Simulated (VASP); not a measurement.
Input for VASP

POSCAR:
```
Se
1
    2.0519895802    -3.5541501977     0.0000000000
    2.0519895802     3.5541501977    -0.0000000000
    0.0000000000     0.0000000000     5.0885820431
Se
3
Direct
  1.0000000000   0.2461061285   0.6666670000
  0.7538938715   0.7538938715   0.0000000000
  0.2461061285   1.0000000000   0.3333330000
```

KPOINTS:
```
Automatic
0
gamma
6 6 4
0 0 0
```

**INCAR**
```
# general
SYSTEM =Se
PREC   =Accurate
ENCUT  =520   # plane-wave cut-off (eV)
LREAL  =.FALSE.   # projection in real space or not
LASPH  =.TRUE.

# electronic loop
EDIFF  =1E-6
NELM   =100   # most electronic steps
ALGO   =Normal
LMAXMIX=4

# smearing
ISMEAR =0   # Gaussian
SIGMA  =0.05   # width (eV)

# functional
GGA    =PE   # PBE
IVDW   =13   # D4

# ions
IBRION =2   # conjugate gradients
NSW    =60
ISIF   =3   # ions, shape and volume
EDIFFG =-0.02

# output
LWAVE  =.FALSE.
LCHARG =.FALSE.
```

POTCAR, in this order: Se (PBE.64 set). Program: vasp_std.

Task: Translate this PBE-D4 calculation to Ansatz.

Result: One equivalent input (not run):
Ansatz 0.2 input:
```yaml
crystal:
  lattice:
    - [2.0519896, -3.5541502, 0.0000000]
    - [2.0519896, 3.5541502, 0.0000000]
    - [0.0000000, 0.0000000, 5.0885820]
  atoms:
    - { symbol: Se, position: [1.0000000, 0.2461061, 0.6666670] }
    - { symbol: Se, position: [0.7538939, 0.7538939, 0.0000000] }
    - { symbol: Se, position: [0.2461061, 1.0000000, 0.3333330] }
kpoints:
  mp_grid: { grid: [6, 6, 4] }
hamiltonian:
  xc: pbe
  dispersion: d4
  pseudopotentials: { kind: paw }
scf:
  occupations: { method: gaussian, width: 0.05 }
  max_iter: 100
relax:
  max_steps: 60
  f_tol: 0.02
  cell: {}
output: { forces: true, stress: true, eigenvalues: true }
```
Limits of the translation: each code has its own PAW files, so the cut-off isn't converted (ENCUT is set for VASP's; basis.ecutwfc is left out, and Ansatz then takes the one that its files recommend); Ansatz stops its SCF on the density residual and VASP on the energy change (EDIFF).

The compound is Se in the trig structure. This run relaxes it. Symmetry was kept, so distortions that lower it aren't found. The start is the result of an earlier pass.
